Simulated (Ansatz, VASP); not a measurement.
# B2Ru in two plane-wave programs, part 2 of 2

One calculation is typed for both programs; each brings its own data sets. How far apart do they land? The cell is taken from a series of runs on this material, whose earlier steps may have relaxed, scaled, displaced or heated it; both programs get it as it stands.

VASP 6.6.1 and Ansatz 0.2.0.

So far: Set-up; Ansatz: relaxation of cell and atoms, PBEsol; VASP: relaxation of cell and atoms, PBEsol.

### Step 3. VASP: relaxation of cell and atoms, PBEsol (continued)

Level of this step: PBEsol; plane waves and PAW (B, Ru_pv) (VASP).

Numbers of over 12 decimals in the logs are rounded to 6 here.

Parts of OUTCAR (step 3):

```text
ion  position               nearest neighbor table
   1  0.000  0.803  0.363-   2 1.82   4 1.87   4 1.87   5 2.16   6 2.17   6 2.17   5 2.26
   2  0.000  0.197  0.363-   1 1.82   3 1.87   3 1.87   5 2.16   6 2.17   6 2.17   5 2.26
   3  0.500  0.303  0.637-   4 1.82   2 1.87   2 1.87   6 2.16   5 2.17   5 2.17   6 2.26
   4  0.500  0.697  0.637-   3 1.82   1 1.87   1 1.87   6 2.16   5 2.17   5 2.17   6 2.26
   5  0.000  0.000  0.849-   1 2.16   2 2.16   4 2.17   4 2.17   3 2.17   3 2.17   1 2.26   2 2.26
                             6 2.97   6 2.97   6 2.97   6 2.97
   6  0.500  0.500  0.151-   4 2.16   3 2.16   1 2.17   1 2.17   2 2.17   2 2.17   4 2.26   3 2.26
                             5 2.97   5 2.97   5 2.97   5 2.97

  LATTYP: Found a simple orthorhombic cell.
 ALAT       =     2.8552460000
 B/A-ratio  =     1.4088288715
 C/A-ratio  =     1.6176858316

 Subroutine GETGRP returns: Found  8 space group operations
 (whereof  4 operations were pure point group operations)

The static configuration has the point symmetry C_2v.
 The point group associated with its full space group is D_2h.

 Found    120 irreducible k-points:

   k-points           NKPTS =    120   k-points in BZ     NKDIM =    120   number of bands    NBANDS=     26

   dimension x,y,z NGX =    24 NGY =   36 NGZ =   30
   dimension x,y,z NGXF=    48 NGYF=   72 NGZF=   60

   ENCUT  =  500.0 eV  36.75 Ry    6.06 a.u.   5.21  8.42  7.33*2*pi/ulx,y,z

   NELECT =      40.0000    total number of electrons

 k-points in reciprocal lattice and weights: Automatic mesh
   0.00000000  0.00000000  0.00000000       0.002
   0.10000000  0.00000000  0.00000000       0.004
   0.20000000  0.00000000  0.00000000       0.004
   0.30000000  0.00000000  0.00000000       0.004
   0.40000000  0.00000000  0.00000000       0.004
   0.50000000  0.00000000  0.00000000       0.002
   0.00000000  0.16666667  0.00000000       0.004
   0.10000000  0.16666667  0.00000000       0.008
   0.20000000  0.16666667  0.00000000       0.008
[...]
0.40000000  0.50000000  0.50000000       0.004
   0.50000000  0.50000000  0.50000000       0.002

 average (electrostatic) potential at core
       1 -22.5091       2 -22.5091       3 -22.5091       4 -22.5091       5 -69.7002
       6 -69.7002

 E-fermi :  10.7303

 k-point     1 :       0.0000    0.0000    0.0000
  band No.  band energies     occupation
    ...
     17       7.6335      2.00000
     18       8.5170      2.00000
     19       8.8929      2.00000
     20       9.5134      2.00000
     21      10.7261      1.03506
     22      12.5486     -0.00000
     23      14.7813      0.00000
     24      14.9405      0.00000
     25      15.0931      0.00000
     26      15.6703      0.00000

 k-point     2 :       0.1000    0.0000    0.0000
  band No.  band energies     occupation
    ...
     16       7.0630      2.00000
     17       7.4232      2.00000
     18       8.4515      2.00000
     19       8.8844      2.00000
     20       9.8084      2.00000
     21      10.8386      0.21561
     22      12.5134     -0.00000
     23      14.5184     -0.00000
     24      14.7496      0.00000
     25      15.3125      0.00000
    ...

 k-point     3 :       0.2000    0.0000    0.0000
  band No.  band energies     occupation
    ...
     16       6.3948      2.00000
     17       7.1493      2.00000
     18       8.1980      2.00000
     19       9.0604      2.00000
     20      10.4555      2.06536
     21      11.1577     -0.01001
     22      12.3690     -0.00000
     23      13.8709     -0.00000
     24      14.5543     -0.00000
     25      15.6732      0.00000
    ...

  Total       -0.0000574      0.0071613     -0.0058785      0.0000000      0.0000000      0.0000000
  in kB       -0.0017320      0.2161563     -0.1774357      0.0000000      0.0000000      0.0000000
  external PRESSURE =       0.0123295 kB  Pullay stress =       0.0000000 kB

  energy-cutoff  :      500.00
  volume of cell :       53.08
      direct lattice vectors                 reciprocal lattice vectors
     2.851333102  0.000000000  0.000000000     0.350713145  0.000000000  0.000000000
     0.000000000  4.625645656  0.000000000     0.000000000  0.216186036  0.000000000
     0.000000000  0.000000000  4.024532756     0.000000000  0.000000000  0.248476049

 POSITION                                       TOTAL-FORCE (eV/Angst)
 -----------------------------------------------------------------------------------
      0.00000      3.71905      1.45841         0.000000     -0.001414     -0.000682
      0.00000      0.90660      1.45841         0.000000      0.001414     -0.000682
      1.42567      1.40622      2.56612         0.000000     -0.001414      0.000682
      1.42567      3.21942      2.56612        -0.000000      0.001414      0.000682
      0.00000      0.00000      3.41522         0.000000      0.000000     -0.000251
      1.42567      2.31282      0.60932         0.000000      0.000000      0.000251
 -----------------------------------------------------------------------------------
    total drift:                                0.000000     -0.000535      0.000220

  FREE ENERGIE OF THE ION-ELECTRON SYSTEM (eV)
  ---------------------------------------------------
  free  energy   TOTEN  =       -50.4145002754 eV

  energy  without entropy=      -50.4159604136  energy(sigma->0) =      -50.41498699

 reached required accuracy - stopping structural energy minimisation

 total charge
# of ion       s       p       d       tot
------------------------------------------
    1        0.684   1.210   0.000   1.894
    2        0.684   1.210   0.000   1.894
    3        0.684   1.210   0.000   1.894
    4        0.684   1.210   0.000   1.894
    5        0.381   6.414   6.141  12.936
    6        0.381   6.414   6.141  12.936
--------------------------------------------------
tot          3.501  17.667  12.282  33.449

[... 3 further parts left out ...]
```

CONTCAR:

```
B2Ru
   1.00000000000000
     2.8513331020234651    0.0000000000000000    0.0000000000000000
     0.0000000000000000    4.6256456555481984    0.0000000000000000
     0.0000000000000000    0.0000000000000000    4.0245327556912178
  B               Ru
     4     2
Direct
     0.0000000000000000    0.8040060924588865    0.3623805477787986
     0.0000000000000000    0.1959939075411135    0.3623805477787986
     0.5000000000000000    0.3040062006588918    0.6376194522212015
     0.5000000000000000    0.6959940158411135    0.6376194522212015
     0.0000000000000000    0.0000000000000000    0.8485997248006026
     0.5000000000000000    0.5000001083000001    0.1514005237993931
```

### Step 4. Differences

Known differences besides the potentials themselves: the data sets hold 44 valence electrons in Ansatz (on its PAW soft_1 files) and 40 in VASP; the cutoff is 420 eV in Ansatz and 500 eV in VASP; Ansatz makes its cores anew for this functional, VASP keeps those of its PBE data sets; Ansatz adds a Pulay correction to the stress that steers its cell, VASP none. Total energies have different zeros and are not compared.

Both answers:

```
                                         quantity  Ansatz   VASP  difference
                                      volume (Å³)   53.05  53.08     -0.05 %
edge a after relaxation, in the typed setting (Å)   2.851  2.851     -0.02 %
edge b after relaxation, in the typed setting (Å)   4.625  4.626     -0.02 %
edge c after relaxation, in the typed setting (Å)   4.024  4.024     +0.00 %
```

### Step 5. Results

```yaml
difference_in_volume_relaxation_of_cell_and_atoms_pbesol: -0.053 %
```

The difference in volume is -0.053 % (relaxation of cell and atoms, PBEsol), within the 1.2 % picked in this series as the mark of a large difference, as far as the stopping tolerances let one tell. The data sets hold unlike numbers of valence electrons (44 in Ansatz and 40 in VASP), so part of the differences comes from the potentials. How closely two codes agree says nothing of how well the functional describes the real material.

[Lines on the potential files, build, host, timing and source positions are cut from VASP's logs without a mark.]

[Logs are printed without paths, hosts, clocks, repeated set-up lines and the standing remarks that a program may print on its own settings, such as how far it seeks lower states.]

[Hosts, paths, dates, database ids (printed as entryN), source tags and the programs' standing remarks are cut or masked in the printed files.]
